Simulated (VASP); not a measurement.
Mo:

```xyz
1
Lattice="-1.5734 1.5734 1.5734 1.5734 -1.5734 1.5734 1.5734 1.5734 -1.5734" Properties=species:S:1:pos:R:3 pbc="T T T"
Mo    0.0000    0.0000    0.0000
```

The cell was built by a generator and needn't be a form met in nature.

* Program: VASP 6.6.1
* Task: relaxation of cell and atoms
* Functional: LDA
* Potentials or basis: VASP PAW LDA potentials, release 64 (Mo_sv)
* Cutoff: 600 eV
* k mesh: 16 × 16 × 16
* Occupations: methfessel-paxton, width 0.1 eV
* Spin: no spin polarisation

At the start: pressure -8.4 GPa; volume 15.58 Å³/atom.

Problem. Where does the relaxation end?

Solution. Over 4 steps the energy falls by 12.5 meV/atom and the volume is 15.12 Å³/atom (-3.0 %); space group Im-3m (No. 229, to 0.05 Å).

Step by step:
| step | energy change (eV) | largest force (eV/Å) | pressure (GPa) | volume (Å³) |
| --- | --- | --- | --- | --- |
| 1 | 0.0000 | 0.0000 | -8.37 | 15.58 |
| 2 | 0.1053 | 0.0000 | 31.43 | 13.82 |
| 3 | -0.0125 | 0.0000 | -0.30 | 15.13 |
| 4 | -0.0125 | 0.0000 | -0.04 | 15.12 |

Final structure:
```
Mo
1.0
    -1.55760    1.55760    1.55760
     1.55760   -1.55760    1.55760
     1.55760    1.55760   -1.55760
Mo
1
Direct
  0.00000 0.00000 0.00000
```
